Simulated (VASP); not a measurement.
Given:

```xyz
2
Lattice="0.0000 2.5670 2.5670 2.5670 0.0000 2.5670 2.5670 2.5670 0.0000" Properties=species:S:1:pos:R:3 pbc="T T T"
Sr     0.0000     0.0000     0.0000
O      2.5670     2.5670     2.5670
```

These are PBEsol GGA with spin-orbit coupling, VASP's PBE PAW potentials (set 64) (plane waves; VASP 6.6.1) values and carry that method's errors. Numerical set-up: 520 eV cut-off, 8×8×8 Γ-centred mesh, Gaussian smearing of 0.050 eV, potentials Sr_sv O.

Task: Give the energies of bands 11 to 23 at the high-symmetry points, in eV from the valence-band maximum.

Result: 
| band | Γ | X | U | L | W |
|---|---|---|---|---|---|
| 11 | -0.06 | -0.46 | -1.00 | -2.26 | -1.17 |
| 12 | -0.06 | -0.46 | -1.00 | -2.26 | -1.17 |
| 13 | 0.00 | -0.14 | -0.61 | -1.19 | -0.51 |
| 14 | 0.00 | -0.14 | -0.61 | -1.19 | -0.51 |
| 15 | 0.00 | -0.07 | -0.49 | -1.18 | -0.42 |
| 16 | 0.00 | -0.07 | -0.49 | -1.18 | -0.42 |
| 17 | 3.83 | 3.13 | 4.68 | 6.49 | 5.93 |
| 18 | 3.83 | 3.13 | 4.68 | 6.49 | 5.93 |
| 19 | 6.14 | 7.78 | 7.84 | 8.30 | 5.93 |
| 20 | 6.14 | 7.78 | 7.84 | 8.30 | 5.93 |
| 21 | 6.14 | 10.21 | 8.74 | 8.83 | 8.62 |
| 22 | 6.14 | 10.21 | 8.74 | 8.83 | 8.62 |
| 23 | 6.18 | 10.24 | 10.20 | 8.88 | 11.20 |

The gap is indirect, 3.13 eV, from the valence maximum at Γ to the conduction minimum at X.

The compound is SrO in the rock salt structure. It was relaxed first.
